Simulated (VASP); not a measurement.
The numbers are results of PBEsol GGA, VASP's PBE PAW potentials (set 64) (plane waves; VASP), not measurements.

VASP input:

### POSCAR
```
Y
1
   -1.9828487335     1.9828487335     1.9828487335
    1.9828487335    -1.9828487335     1.9828487335
    1.9828487335     1.9828487335    -1.9828487335
Y
1
Direct
  0.0000000000   0.0000000000   0.0000000000
```

INCAR:
```
SYSTEM = Y
PREC = Accurate; ENCUT = 400; LREAL = F
LASPH = T
EDIFF = 1E-6; NELM = 100; ALGO = Normal
LMAXMIX = 4
ISMEAR = 1; SIGMA = 0.1
GGA = PS
IBRION = 2; NSW = 60; ISIF = 3
EDIFFG = -0.01
LWAVE = F; LCHARG = F
```

KPOINTS:
```
Automatic mesh
0
Gamma
12 12 12
0 0 0
```

POTCAR, in this order: Y_sv (PBE.64 set). Program: vasp_std.

Output

### OSZICAR
```
       N       E                     dE             d eps       ncg     rms          rms(c)
DAV:   1     0.161216558448E+02    0.16122E+02   -0.51374E+03  1304   0.909E+02
DAV:   2    -0.617195024369E+01   -0.22294E+02   -0.21931E+02  1610   0.146E+02
DAV:   3    -0.691366111772E+01   -0.74171E+00   -0.73807E+00  1896   0.201E+01
DAV:   4    -0.692807916865E+01   -0.14418E-01   -0.14397E-01  1839   0.256E+00
DAV:   5    -0.692835404705E+01   -0.27488E-03   -0.27480E-03  1888   0.200E-01    0.249E+01
DAV:   6    -0.673510881730E+01    0.19325E+00   -0.26410E-01  1334   0.409E+00    0.149E+01
DAV:   7    -0.669491473370E+01    0.40194E-01   -0.39070E-01  1341   0.478E+00    0.116E+00
DAV:   8    -0.669198366757E+01    0.29311E-02   -0.53438E-02  1489   0.201E+00    0.264E-01
DAV:   9    -0.669154578333E+01    0.43788E-03   -0.13051E-03  1577   0.330E-01    0.105E-01
DAV:  10    -0.669149106976E+01    0.54714E-04   -0.17803E-04  1812   0.143E-01    0.155E-02
DAV:  11    -0.669149122545E+01   -0.15569E-06   -0.39989E-06  1542   0.129E-02
   1 F= -.66914912E+01 E0= -.66920369E+01  d E =-.669149E+01
       N       E                     dE             d eps       ncg     rms          rms(c)
DAV:   1    -0.669215918017E+01   -0.66811E-03   -0.12221E-02  2010   0.870E-01    0.192E-01
DAV:   2    -0.669156255070E+01    0.59663E-03   -0.10839E-03  1687   0.273E-01    0.671E-02
DAV:   3    -0.669147895889E+01    0.83592E-04   -0.80104E-04  1908   0.175E-01    0.459E-02
DAV:   4    -0.669148621779E+01   -0.72589E-05   -0.82398E-06  1351   0.243E-02    0.378E-02
DAV:   5    -0.669151302976E+01   -0.26812E-04   -0.44000E-05  1965   0.355E-02    0.803E-03
DAV:   6    -0.669151298268E+01    0.47083E-07   -0.28753E-07   710   0.489E-03
   2 F= -.66915130E+01 E0= -.66920576E+01  d E =-.217572E-04
```

**OUTCAR**
```
------------------------ aborting loop because EDIFF is reached ----------------------------------------
  FORCE on cell =-STRESS in cart. coord.  units (eV):
  Direction    XX          YY          ZZ          XY          YZ          ZX
  --------------------------------------------------------------------------------------
  Total       -0.0018635     -0.0018635     -0.0018635      0.0000000     -0.0000000      0.0000000
  in kB       -0.0955092     -0.0955092     -0.0955092      0.0000000     -0.0000000      0.0000000
  external PRESSURE =      -0.0955092 kB  Pullay stress =       0.0000000 kB
  volume of cell :       31.26
      direct lattice vectors                 reciprocal lattice vectors
    -1.984480173  1.984480173  1.984480173     0.000000000  0.251955150  0.251955150
     1.984480173 -1.984480173  1.984480173     0.251955150  0.000000000  0.251955150
     1.984480173  1.984480173 -1.984480173     0.251955150  0.251955150  0.000000000
 POSITION                                       TOTAL-FORCE (eV/Angst)
 -----------------------------------------------------------------------------------
      1.98448     -1.98448      1.98448        -0.000000     -0.000000      0.000000
 -----------------------------------------------------------------------------------
    total drift:                                0.000000     -0.000000      0.000000
  FREE ENERGIE OF THE ION-ELECTRON SYSTEM (eV)
  ---------------------------------------------------
  free  energy   TOTEN  =        -6.6915129827 eV

  energy  without entropy=       -6.6931468150  energy(sigma->0) =       -6.69205759

 reached required accuracy - stopping structural energy minimisation
```
(Selected blocks of OUTCAR.)

File CONTCAR:
```
Y
   1.00000000000000
    -1.9844801729185262    1.9844801729185262    1.9844801729185262
     1.9844801729185262   -1.9844801729185262    1.9844801729185262
     1.9844801729185262    1.9844801729185262   -1.9844801729185262
  Y
     1
Direct
     0.0000000000000000    1.0000000000000000    0.0000000000000000
```

The structure was generated: Y was put into the bcc type (Im-3m), which need not be its known phase. This run relaxes it. Symmetry was kept, so distortions that lower it aren't found. The start is the result of an earlier pass.
